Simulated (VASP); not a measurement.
OSZICAR of a VASP run on Te (trig):

OSZICAR:
```
       N       E                     dE             d eps       ncg     rms          rms(c)
DAV:   1     0.728104801054E+02    0.72810E+02   -0.53120E+03   338   0.823E+02
DAV:   2    -0.479946221594E+01   -0.77610E+02   -0.73953E+02   516   0.160E+02
DAV:   3    -0.923788166132E+01   -0.44384E+01   -0.44064E+01   411   0.409E+01
DAV:   4    -0.944552560874E+01   -0.20764E+00   -0.20755E+00   504   0.115E+01
DAV:   5    -0.944825591824E+01   -0.27303E-02   -0.27302E-02   421   0.136E+00    0.167E+00
DAV:   6    -0.942937743363E+01    0.18878E-01   -0.19001E-02   421   0.956E-01    0.101E+00
DAV:   7    -0.942469321281E+01    0.46842E-02   -0.33371E-02   459   0.127E+00    0.115E-01
DAV:   8    -0.942483625547E+01   -0.14304E-03   -0.56482E-03   378   0.496E-01    0.313E-02
DAV:   9    -0.942489913241E+01   -0.62877E-04   -0.34649E-04   450   0.160E-01    0.169E-02
DAV:  10    -0.942490839687E+01   -0.92645E-05   -0.50363E-05   458   0.495E-02    0.408E-03
DAV:  11    -0.942490776440E+01    0.63246E-06   -0.46966E-06   437   0.151E-02    0.258E-03
DAV:  12    -0.942490795734E+01   -0.19293E-06   -0.55798E-07   398   0.515E-03    0.645E-04
DAV:  13    -0.942490782926E+01    0.12808E-06   -0.14730E-07   393   0.257E-03    0.256E-04
DAV:  14    -0.942490783596E+01   -0.66967E-08   -0.95559E-09   277   0.777E-04
   1 F= -.94249078E+01 E0= -.94249078E+01  d E =-.105027E-22
```

**Question.** Which electronic solver shows in the log?

**Answer.** It is blocked Davidson (ALGO = Normal, or the opening steps of other solvers). The INCAR had ALGO = Normal.

**Question.** Can the final energy be trusted as converged?

**Answer.** The run converged. It stopped with EDIFF = 1E-8, NELM = 100 (PBE GGA, plane waves, VASP's PBE PAW potentials (set 64)).

The compound is Te in the trig structure. The cell was not relaxed at this level.
